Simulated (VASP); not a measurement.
Consider the following.

```yaml
crystal:
  lattice:
    - [-2.51828, 2.51828, 2.51828]
    - [2.51828, -2.51828, 2.51828]
    - [2.51828, 2.51828, -2.51828]
  atoms:
    - { symbol: Ba, position: [0.00000, 0.00000, 0.00000] }
```

Computed with PBE GGA, VASP's PBE PAW potentials (set 64) (plane waves; VASP). Run with 520 eV cut-off, Gaussian smearing of 0.050 eV, potentials Ba_sv.

Problem. Give the energies of bands 5 to 8 at the high-symmetry points, in eV from the Fermi level.

Solution. 
| band | Γ | H | N | P |
|---|---|---|---|---|
| 5 | -2.71 | -0.49 | -0.85 | 0.54 |
| 6 | 1.84 | -0.49 | 0.72 | 0.54 |
| 7 | 1.84 | 4.32 | 1.24 | 0.54 |
| 8 | 1.84 | 4.32 | 3.19 | 3.76 |

It has no gap at this level: it comes out as a metal or semimetal.

The compound is Ba in the bcc structure. It was relaxed first.
